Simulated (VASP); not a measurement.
Input of a VASP 6.6.1 run:

File INCAR:

```
  PREC = Accurate
  ENCUT = 520
  EDIFF = 1E-6
  ISMEAR = -1
  SIGMA = 0.02
  LREAL = Auto
  LASPH = True
  NELM = 100
  ALGO = Normal
  ISIF = 2
  LWAVE = False
  LCHARG = True
  GGA = PE
  IVDW = 12
  LELF = True
  LVHAR = True
  NBANDS = 48
```

File KPOINTS:

```
Automatic mesh
0
Gamma
  1 1 1
```

Contents of POSCAR:

```
MgH12Cl2O6
1.0
    6.4680880000      0.0000000000      0.0000000000
    0.0000000000      6.4680880000      0.0000000000
    0.0000000000      0.0000000000      6.4680880000
O H Mg Cl
6 12 1 2
Direct
    0.7823332026      1.0333347351      0.4565182168
    0.5045076690      0.4396353296      0.5983375613
    0.1869176795      0.1260341541      0.0779828598
    0.0446963616      0.3767419367      0.4487724966
    0.2404419977      0.6022490727      0.9766564710
    0.7252993466     -0.1332232957      0.8151095038
    0.8392897561      1.1716136206      0.4560853223
    0.9111966318      0.9560166776      0.4148675776
    0.3710679261      0.3684087168      0.5748221113
    0.5763990842      0.4354300684      0.4691649217
    0.2581288319      0.2390196299      0.0079467070
    0.2874728977      0.0999831790      0.1922360982
    0.0249068968      0.4028083724      0.3017738782
    0.0505713590      0.5151908879      0.4983080008
    0.1649792025      0.6949348865      0.8748798718
    0.2587472527      0.6874365346      1.1032008223
    0.8143673988     -0.0753545716      0.9208749170
    0.7345292767     -0.0512052403      0.6816079188
    0.5483073205      0.6168283425      0.8495091594
    0.1906436647      0.8195775939      0.5710342840
    0.6772635128      0.3987267953      0.1141140937
```

Potentials or basis: VASP PAW PBE potentials, release 64 (O, H, Mg, Cl).

Run with:

```sh
$ cat potpaw_PBE.64/O/POTCAR potpaw_PBE.64/H/POTCAR potpaw_PBE.64/Mg/POTCAR potpaw_PBE.64/Cl/POTCAR > POTCAR
$ mpirun -np 1 vasp_gam > vasp.out
```

(1) What does it give for the dispersion energy per atom?

(2) Estimate the pressure.

Answers

(1) -0.050 eV.

(2) -0.7 GPa.
